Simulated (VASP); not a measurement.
Consider the following.

```
CELL_PARAMETERS angstrom
      2.26716    -3.92683     0.00000
      2.26716     3.92683     0.00000
      0.00000     0.00000     5.95660
ATOMIC_POSITIONS crystal
  Te 0.00000 0.26630 0.66667
  Te 0.73370 0.73370 0.00000
  Te 0.26630 0.00000 0.33333
```

Level of theory: PBE GGA, VASP's PBE PAW potentials (set 64) (plane waves; VASP). Settings: 480 eV cut-off, 6×6×4 Γ-centred mesh, Gaussian smearing of 0.050 eV, potentials Te.

Energy and stress use the plane-wave basis of the starting cell.

The ions, cell shape and volume at an external pressure of 2.0 GPa are relaxed. What does this cell relax into?

```
CELL_PARAMETERS angstrom
      2.17150    -3.76115     0.00000
      2.17150     3.76115     0.00000
      0.00000     0.00000     5.97514
ATOMIC_POSITIONS crystal
  Te 0.00000 0.28161 0.66667
  Te 0.71839 0.71839 0.00000
  Te 0.28161 0.00000 0.33333
```
Space group P3_121 (152), at a tolerance of 0.03 Å.

How do energy and volume change from the first to the last step?

The energy (σ→0) changes by +14.8 meV/atom and the volume by -8.0 %, in 11 ionic steps.

The compound is Te in the trig structure. This run relaxes it under an external pressure of 2 GPa. Symmetry was kept, so distortions that lower it aren't found.
